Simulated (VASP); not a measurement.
Crystal: LuSb.

```xyz
2
Lattice="0.0000 3.0007 3.0007 3.0007 0.0000 3.0007 3.0007 3.0007 0.0000" Properties=species:S:1:pos:R:3 pbc="T T T"
Lu    3.0007    3.0007    0.0000
Sb    3.0007    3.0007    3.0007
```

The cell is a database's computed one.

Base run:

* Program: VASP 6.6.1
* Functional: LDA
* Potentials or basis: VASP PAW PBE potentials, release 64 (Lu, Sb)
* Cutoff: 520 eV
* k mesh: 10 × 10 × 10
* Occupations: methfessel-paxton, width 0.1 eV
* Spin: no spin polarisation

Its results: pressure -2.0 GPa.

**Question.** The run is repeated on the same cell with these changes: functional from LDA to r2SCAN; further incar settings from ALGO = Fast; EDIFF = 1e-06; NBANDS = 22 to ALGO = Normal; EDIFF = 1e-06; NBANDS = 22. What comes out?

**Answer.** Pressure 3.1 GPa.

Caveats: the PAW data sets were made with another functional, which shifts forces and pressure a little.
